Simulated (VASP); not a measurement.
Computed with r2SCAN meta-GGA, VASP's PBE PAW potentials (set 64) (plane waves; VASP).

VASP input:

**POSCAR**
```
Sr3SbN
1.0
  5.1373562952   0.0000000000   0.0000000000
  0.0000000000   5.1373562952   0.0000000000
  0.0000000000   0.0000000000   5.1373562952
Sr Sb N
3 1 1
Cart
  0.0000000000   2.5686781476   2.5686781476
  2.5686781476   0.0000000000   2.5686781476
  2.5686781476   2.5686781476   0.0000000000
  0.0000000000   0.0000000000   0.0000000000
  2.5686781476   2.5686781476   2.5686781476
```

File KPOINTS:
```
Automatic mesh
0
Gamma
4 4 4
0 0 0
```

### INCAR
```
ALGO  =  Normal
EDIFF  =  1E-6
EDIFFG  =  -0.02
ENCUT  =  520
IBRION  =  2
ISIF  =  3
ISMEAR  =  0
LASPH  =  .True.
LCHARG  =  .False.
LMAXMIX  =  4
LMIXTAU  =  .True.
LREAL  =  .False.
LWAVE  =  .False.
METAGGA  =  R2SCAN
NELM  =  100
NSW  =  60
PREC  =  Accurate
SIGMA  =  0.05
SYSTEM  =  Sr3SbN
```

POTCAR, in this order: Sr_sv Sb N (PBE.64 set). Program: vasp_std.

The run wrote:

OSZICAR:
```
       N       E                     dE             d eps       ncg     rms          rms(c)
DAV:   1     0.213501502952E+03    0.21350E+03   -0.19315E+04   480   0.152E+03
DAV:   2    -0.739152815018E+02   -0.28742E+03   -0.28469E+03   632   0.347E+02
DAV:   3    -0.101962573191E+03   -0.28047E+02   -0.27607E+02   728   0.891E+01
DAV:   4    -0.103537919397E+03   -0.15753E+01   -0.15738E+01   760   0.203E+01
DAV:   5    -0.103598489627E+03   -0.60570E-01   -0.60568E-01   744   0.356E+00    0.282E+01
DAV:   6    -0.879599449520E+02    0.15639E+02   -0.33962E+01   648   0.247E+01    0.276E+01
DAV:   7    -0.852553265951E+02    0.27046E+01   -0.27606E+00   568   0.109E+01    0.137E+01
DAV:   8    -0.858637244490E+02   -0.60840E+00   -0.17189E+00   520   0.107E+01    0.765E+00
DAV:   9    -0.855464088507E+02    0.31732E+00   -0.17877E+00   504   0.105E+01    0.952E-01
DAV:  10    -0.857806776968E+02   -0.23427E+00   -0.28108E-01   584   0.417E+00    0.657E-01
DAV:  11    -0.857498923809E+02    0.30785E-01   -0.59168E-02   600   0.186E+00    0.723E-01
DAV:  12    -0.857821555950E+02   -0.32263E-01   -0.38068E-02   576   0.142E+00    0.458E-01
DAV:  13    -0.857756533883E+02    0.65022E-02   -0.73151E-03   608   0.733E-01    0.346E-01
DAV:  14    -0.857847587842E+02   -0.91054E-02   -0.96836E-03   592   0.733E-01    0.145E-01
DAV:  15    -0.857845692300E+02    0.18955E-03   -0.27714E-03   664   0.243E-01    0.422E-02
DAV:  16    -0.857846054787E+02   -0.36249E-04   -0.68472E-04   608   0.181E-01    0.351E-02
DAV:  17    -0.857846689985E+02   -0.63520E-04   -0.46745E-05   640   0.576E-02    0.311E-02
DAV:  18    -0.857846935470E+02   -0.24548E-04   -0.78630E-06   600   0.212E-02    0.203E-02
DAV:  19    -0.857847202710E+02   -0.26724E-04   -0.16355E-05   576   0.376E-02    0.653E-03
DAV:  20    -0.857847210142E+02   -0.74323E-06   -0.24213E-06   472   0.930E-03
   1 F= -.85784721E+02 E0= -.85784721E+02  d E =-.857847E+02
       N       E                     dE             d eps       ncg     rms          rms(c)
DAV:   1    -0.860942837660E+02   -0.30956E+00   -0.97534E+00   480   0.215E+01    0.439E+00
DAV:   2    -0.858958995647E+02    0.19838E+00   -0.10811E+00   712   0.624E+00    0.208E+00
DAV:   3    -0.857943537160E+02    0.10155E+00   -0.22985E-01   728   0.317E+00    0.126E+00
DAV:   4    -0.858012657863E+02   -0.69121E-02   -0.75811E-02   712   0.169E+00    0.140E+00
DAV:   5    -0.858017566837E+02   -0.49090E-03   -0.43158E-02   752   0.107E+00    0.596E-01
DAV:   6    -0.858059489921E+02   -0.41923E-02   -0.74549E-03   632   0.579E-01    0.276E-01
DAV:   7    -0.858071068358E+02   -0.11578E-02   -0.48053E-03   872   0.441E-01    0.196E-01
DAV:   8    -0.858073010994E+02   -0.19426E-03   -0.17022E-03   600   0.257E-01    0.606E-02
DAV:   9    -0.858072968324E+02    0.42671E-05   -0.86879E-05   752   0.649E-02    0.352E-02
DAV:  10    -0.858073069311E+02   -0.10099E-04   -0.43331E-05   592   0.517E-02    0.103E-02
DAV:  11    -0.858073071745E+02   -0.24341E-06   -0.86937E-06   608   0.214E-02
   2 F= -.85807307E+02 E0= -.85807307E+02  d E =-.225862E-01
       N       E                     dE             d eps       ncg     rms          rms(c)
DAV:   1    -0.858284967070E+02   -0.21190E-01   -0.60646E-01   496   0.536E+00    0.129E+00
DAV:   2    -0.858150855344E+02    0.13411E-01   -0.63260E-02   704   0.157E+00    0.490E-01
DAV:   3    -0.858096074941E+02    0.54780E-02   -0.10979E-02   736   0.713E-01    0.245E-01
DAV:   4    -0.858094688291E+02    0.13866E-03   -0.53381E-03   832   0.409E-01    0.265E-01
DAV:   5    -0.858096279994E+02   -0.15917E-03   -0.27538E-03   736   0.262E-01    0.121E-01
DAV:   6    -0.858097937407E+02   -0.16574E-03   -0.48014E-04   640   0.127E-01    0.616E-02
DAV:   7    -0.858098852699E+02   -0.91529E-04   -0.29237E-04   856   0.103E-01    0.310E-02
DAV:   8    -0.858098975088E+02   -0.12239E-04   -0.10449E-04   568   0.614E-02    0.166E-02
DAV:   9    -0.858098962313E+02    0.12775E-05   -0.41466E-06   520   0.152E-02    0.970E-03
DAV:  10    -0.858098992571E+02   -0.30259E-05   -0.42675E-06   472   0.137E-02    0.137E-03
DAV:  11    -0.858098992247E+02    0.32434E-07   -0.61007E-07   328   0.517E-03
   3 F= -.85809899E+02 E0= -.85809899E+02  d E =-.251782E-01
```

### OUTCAR
```
------------------------ aborting loop because EDIFF is reached ----------------------------------------
  FORCE on cell =-STRESS in cart. coord.  units (eV):
  Direction    XX          YY          ZZ          XY          YZ          ZX
  --------------------------------------------------------------------------------------
  Total        0.0055377      0.0055377      0.0055377     -0.0000000      0.0000000      0.0000000
  in kB        0.0633012      0.0633012      0.0633012     -0.0000000      0.0000000      0.0000000
  external PRESSURE =       0.0633012 kB  Pullay stress =       0.0000000 kB
  volume of cell :      140.16
      direct lattice vectors                 reciprocal lattice vectors
     5.194489456 -0.000000000  0.000000000     0.192511701  0.000000000  0.000000000
    -0.000000000  5.194489456 -0.000000000     0.000000000  0.192511701  0.000000000
    -0.000000000  0.000000000  5.194489456    -0.000000000  0.000000000  0.192511701
 POSITION                                       TOTAL-FORCE (eV/Angst)
 -----------------------------------------------------------------------------------
     -0.00000      2.59724      2.59724         0.000000      0.000000      0.000000
      2.59724     -0.00000      2.59724         0.000000      0.000000      0.000000
      2.59724      2.59724     -0.00000        -0.000000      0.000000      0.000000
      0.00000      0.00000      0.00000        -0.000000      0.000000      0.000000
      2.59724      2.59724      2.59724        -0.000000      0.000000      0.000000
 -----------------------------------------------------------------------------------
    total drift:                                0.000000     -0.000000     -0.000000
  FREE ENERGIE OF THE ION-ELECTRON SYSTEM (eV)
  ---------------------------------------------------
  free  energy   TOTEN  =       -85.8098992247 eV

  energy  without entropy=      -85.8098992247  energy(sigma->0) =      -85.80989922

 reached required accuracy - stopping structural energy minimisation
```
(Selected blocks of OUTCAR.)

**CONTCAR**
```
Sr3SbN
   1.00000000000000
     5.1944894561850115   -0.0000000000000000    0.0000000000000000
    -0.0000000000000000    5.1944894561850115   -0.0000000000000000
    -0.0000000000000000    0.0000000000000000    5.1944894561850115
  Sr              Sb              N
     3     1     1
Direct
     0.0000000000000000    0.5000000000000000    0.5000000000000000
     0.5000000000000000    0.0000000000000000    0.5000000000000000
     0.5000000000000000    0.5000000000000000    0.0000000000000000
     0.0000000000000000    0.0000000000000000    0.0000000000000000
     0.5000000000000000    0.5000000000000000    0.5000000000000000
```

Energy and stress use the plane-wave basis of the starting cell.

The structure comes from a computed database's Sr3SbN entry (Pm-3m); how it stands against other phases isn't given here. This run relaxes it. Symmetry was kept, so distortions that lower it aren't found. The start is the result of an earlier pass.
